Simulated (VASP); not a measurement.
# Y3Ga (Pm-3m) in VASP: single point with LDA

Aim: the single point of Y3Ga with LDA.

Everything below comes from runs of VASP 6.6.1. Logs are shortened: lines on timing, memory, paths and dates and some standing lists are left out, and cuts for length are marked.

## Step 1: The structure

It takes space group Pm-3m (No. 221, cubic). The conventional cell has a = 4.757 Å, b = 4.757 Å, c = 4.757 Å, α = 90.00°, β = 90.00°, γ = 90.00°. Y (site symmetry 4/mmm) has 8 Y at 3.36 Å and 4 Ga at 3.36 Å as nearest neighbours. Ga (site symmetry m-3m) is surrounded by 12 Y at 3.36 Å.

The cell comes from a database or a generator and needn't be the stable form of this composition.

## Step 2: Single point, LDA

Contents of INCAR:

```
PREC = Accurate
ENCUT = 520
EDIFF = 1E-7
ISMEAR = -1
SIGMA = 0.15
LREAL = F
LASPH = T
NELM = 100
ALGO = Normal
ISIF = 2
LWAVE = F
LCHARG = F
GGA = CA
NBANDS = 31
```

Contents of KPOINTS:

```
regular mesh
0
Gamma
  5 5 5
```

Contents of POSCAR:

```
Y3Ga
1.0
    4.7570770000      0.0000000000      0.0000000000
    0.0000000000      4.7570770000      0.0000000000
    0.0000000000      0.0000000000      4.7570770000
Y Ga
3 1
Direct
    0.5000000000      0.0000000000      0.5000000000
    0.5000000000      0.5000000000      0.0000000000
    0.0000000000      0.5000000000      0.5000000000
    0.0000000000      0.0000000000      0.0000000000
```

Potentials or basis: VASP PAW LDA potentials, release 64 (Y_sv, Ga_d).

Command:

```
$ cat potpaw_LDA.64/Y_sv/POTCAR potpaw_LDA.64/Ga_d/POTCAR > POTCAR
$ mpirun -np 1 vasp_std > vasp.out
```

OUTCAR:

```text
PREC = Accurate
   ENCUT = 520
   EDIFF = 1E-7
   ISMEAR = -1
   LREAL = F
   LASPH = T
   NELM = 100
   ISIF = 2
   GGA = CA

 ion  position               nearest neighbor table
   1  0.500  0.000  0.500-   2 3.36   3 3.36   4 3.36   2 3.36   4 3.36   2 3.36   3 3.36   2 3.36
                             3 3.36   4 3.36   4 3.36   3 3.36
   2  0.500  0.500  0.000-   1 3.36   3 3.36   4 3.36   1 3.36   3 3.36   1 3.36   4 3.36   1 3.36
                             3 3.36   4 3.36   3 3.36   4 3.36
   3  0.000  0.500  0.500-   1 3.36   2 3.36   4 3.36   2 3.36   4 3.36   1 3.36   4 3.36   4 3.36
                             1 3.36   2 3.36   2 3.36   1 3.36
   4  0.000  0.000  0.000-   1 3.36   2 3.36   3 3.36   1 3.36   3 3.36   2 3.36   3 3.36   3 3.36
                             1 3.36   2 3.36   1 3.36   2 3.36

  LATTYP: Found a simple cubic cell.
 ALAT       =     4.7570770000

  Lattice vectors:

 A1 = (   4.7570770000,   0.0000000000,   0.0000000000)
 A2 = (   0.0000000000,   4.7570770000,   0.0000000000)
 A3 = (   0.0000000000,   0.0000000000,   4.7570770000)

Analysis of symmetry for initial positions (statically):
=====================================================================
 Subroutine PRICEL returns:
 Original cell was already a primitive cell.

 Routine SETGRP: Setting up the symmetry group for a
 simple cubic supercell.

 Subroutine GETGRP returns: Found 48 space group operations
 (whereof 48 operations were pure point group operations)
 out of a pool of 48 trial point group operations.

The static configuration has the point symmetry O_h .

Analysis of symmetry for dynamics (positions and initial velocities):
=====================================================================
 Subroutine PRICEL returns:
 Original cell was already a primitive cell.

 Routine SETGRP: Setting up the symmetry group for a
 simple cubic supercell.

 Subroutine GETGRP returns: Found 48 space group operations
 (whereof 48 operations were pure point group operations)
 out of a pool of 48 trial point group operations.

The dynamic configuration has the point symmetry O_h .

 Subroutine INISYM returns: Found 48 space group operations
 (whereof 48 operations are pure point group operations),
 and found     1 'primitive' translations

----------------------------------------------------------------------------------------

                                     Primitive cell

  volume of cell :     107.6516

[... 76 lines left out ...]
   NELM   =    100;   NELMIN=  2; NELMDL= -5     # of ELM steps
   EDIFF  = 0.1E-06   stopping-criterion for ELM
   LREAL  =      F    real-space projection
   EDIFFG = 0.1E-05   stopping-criterion for IOM
   NSW    =      0    number of steps for IOM
   IBRION =     -1    ionic relax: 0-MD 1-quasi-New 2-CG
   NFREE  =      0    steps in history (QN), initial steepest desc. (CG)
   ISIF   =      2    stress and relaxation
   ISYM   =      2    0-nonsym 1-usesym 2-fastsym
   POTIM  = 0.5000    time-step for ionic-motion
   TEBEG  =    0.0;   TEEND  =   0.0 temperature during run
   PSTRESS=    0.0 pullay stress
   NELECT =      46.0000    total number of electrons
   NUPDOWN=      -1.0000    fix difference up-down
   EMIN   =  10.00;   EMAX   =-10.00  energy-range for DOS
   EFERMI =   0.00;   METHOD = LEGACY
   ISMEAR =    -1;   SIGMA  =   0.15  broadening in eV -4-tet -1-fermi 0-gaus
   EFERMI_NEDOS =   21; number of points for ismear=-14 and -15
   IALGO  =     38    algorithm
   IMIX   =      4    mixing-type and parameters
     AMIX     =   0.40;   BMIX     =  1.00
     AMIX_MAG =   1.60;   BMIX_MAG =  1.00
  volume/ion in A,a.u.               =      26.91       181.62
  Fermi-wavevector in a.u.,A,eV,Ry     =   1.233069  2.330162 20.687091  1.520458
  Thomas-Fermi vector in A             =   2.367814
   LORBIT       =      0    0 simple, 1 ext, 2 COOP (PROOUT), +10 PAW based schemes
   GGA     = CA    functional components
   LHFCALC =     F    Hartree Fock is set to
   AEXX    =    0.0000 exact exchange contribution
   IVDW    =     0    specifies the selected vdW correction
   LEPSILON=     F    determine dielectric tensor
   LRPA    =     F    only Hartree local field effects (RPA)
 non-spin polarized calculation
  energy-cutoff  :      520.00
  volume of cell :      107.65
 maximum number of plane-waves:      2945
 NGX is ok and might be reduce to    36
   NGX = 17   NGY = 17   NGZ = 17

 number of electron      45.9999998 magnetization

 Free energy of the ion-electron system (eV)
  ---------------------------------------------------
  ext. energy  EPLUGINS =         0.00000000
  ---------------------------------------------------
  free energy    TOTEN  =       -25.62853467 eV

  energy without entropy =      -25.27472630  energy(sigma->0) =      -25.45163048

 E-fermi :   3.6304     XC(G=0): -10.2745

 val. band max:        3.5911167829   @ k =   0.2000   0.2000   0.0000
 cond. band min:       3.6738675938   @ k =   0.4000   0.2000   0.2000
 fundamental gap:      0.0827508109
 Fermi energy:         3.6304444801

 k-point     1 :       0.0000    0.0000    0.0000
  band No.  band energies     occupation
      1     -38.7465      2.00000
      2     -38.6011      2.00000
      3     -38.6011      2.00000
      4     -19.1739      2.00000
      5     -19.1739      2.00000
      6     -19.1739      2.00000
[... 329 lines left out ...]
     30       6.6103      0.00000
     31       6.6103      0.00000

------------------------ aborting loop because EDIFF is reached ----------------------------------------

  FORCE on cell =-STRESS in cart. coord.  units (eV):
  Direction    XX          YY          ZZ          XY          YZ          ZX
  --------------------------------------------------------------------------------------
  -------------------------------------------------------------------------------------
  Total       -3.1437854     -3.1437854     -3.1437854      0.0000000     -0.0000000     -0.0000000
  in kB      -46.7889102    -46.7889102    -46.7889102      0.0000000     -0.0000000     -0.0000000
  external PRESSURE =     -46.7889102 kB  Pullay stress =       0.0000000 kB

 VOLUME and BASIS-vectors are now :
 -----------------------------------------------------------------------------
  energy-cutoff  :      520.00
  volume of cell :      107.65
      direct lattice vectors                 reciprocal lattice vectors
     4.757077000  0.000000000  0.000000000     0.210213120  0.000000000  0.000000000
     0.000000000  4.757077000  0.000000000     0.000000000  0.210213120  0.000000000
     0.000000000  0.000000000  4.757077000     0.000000000  0.000000000  0.210213120

 POSITION                                       TOTAL-FORCE (eV/Angst)
 -----------------------------------------------------------------------------------
      2.37854      0.00000      2.37854         0.000000      0.000000      0.000000
      2.37854      2.37854      0.00000         0.000000      0.000000      0.000000
      0.00000      2.37854      2.37854         0.000000      0.000000      0.000000
      0.00000      0.00000      0.00000         0.000000      0.000000      0.000000
 -----------------------------------------------------------------------------------
    total drift:                                0.000000      0.000000      0.000000

  FREE ENERGIE OF THE ION-ELECTRON SYSTEM (eV)
  ---------------------------------------------------
  free  energy   TOTEN  =       -25.6285346675 eV

  energy  without entropy=      -25.2747263012  energy(sigma->0) =      -25.45163048
```

OSZICAR:

```text
N       E                     dE             d eps       ncg     rms          rms(c)
DAV:   1     0.342133115778E+03    0.34213E+03   -0.22465E+04   667   0.176E+03
DAV:   2     0.136258891182E+02   -0.32851E+03   -0.31749E+03   648   0.462E+02
DAV:   3    -0.222397533427E+02   -0.35866E+02   -0.34192E+02   903   0.109E+02
DAV:   4    -0.265500543886E+02   -0.43103E+01   -0.41834E+01   897   0.272E+01
DAV:   5    -0.266783758887E+02   -0.12832E+00   -0.12814E+00   926   0.518E+00    0.397E+01
DAV:   6    -0.257434430865E+02    0.93493E+00   -0.17260E+00   725   0.533E+00    0.260E+01
DAV:   7    -0.256704423029E+02    0.73001E-01   -0.18128E+00   899   0.646E+00    0.256E+00
DAV:   8    -0.256286725300E+02    0.41770E-01   -0.35958E-01   741   0.288E+00    0.751E-01
DAV:   9    -0.256286443311E+02    0.28199E-04   -0.19628E-02   928   0.862E-01    0.285E-01
DAV:  10    -0.256285489801E+02    0.95351E-04   -0.13418E-03   846   0.222E-01    0.550E-02
DAV:  11    -0.256285354444E+02    0.13536E-04   -0.10388E-04   889   0.534E-02    0.136E-02
DAV:  12    -0.256285347029E+02    0.74151E-06   -0.68204E-06   795   0.170E-02    0.552E-03
DAV:  13    -0.256285346799E+02    0.23015E-07   -0.15446E-06   849   0.581E-03    0.274E-03
DAV:  14    -0.256285346675E+02    0.12380E-07   -0.30391E-07   611   0.264E-03
   1 F= -.25628535E+02 E0= -.25451630E+02  d E =-.353808E+00
```

It took 28 s on 1 thread of Intel Xeon Platinum 8488C (Sapphire Rapids), shared host; peak memory 0.19 GiB.

Results:

| Quantity | Value |
| --- | --- |
| Free energy | -25.6285 eV |
| Pressure | -4.7 GPa |
| Band gap on the k mesh | none (metal or under the smearing width) |
